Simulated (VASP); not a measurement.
The system is ZnRe2.

```xyz
3
Lattice="0.0000 2.8956 2.8956 2.8956 0.0000 2.8956 2.8956 2.8956 0.0000" Properties=species:S:1:pos:R:3 pbc="T T T"
Zn    0.0000    0.0000    0.0000
Re    4.3433    4.3433    4.3433
Re    1.4478    1.4478    1.4478
```

The cell was built by a generator and needn't be a form met in nature.

Base run:

* Program: VASP 6.6.1
* Functional: BLYP
* Potentials or basis: VASP PAW PBE potentials, release 64 (Zn, Re)
* Cutoff: 520 eV
* k mesh: 8 × 8 × 8
* Occupations: fermi-dirac, width 0.05 eV
* Spin: no spin polarisation

Its results: pressure 10.8 GPa.

**Question.** The run is repeated on the same cell with these changes: functional from BLYP to AM05. What comes out?

**Answer.** Pressure -8.4 GPa.

AM05 binds more tightly than BLYP, so the same cell stands under less pressure.

Caveats: the PAW data sets were made with another functional, which shifts forces and pressure a little.
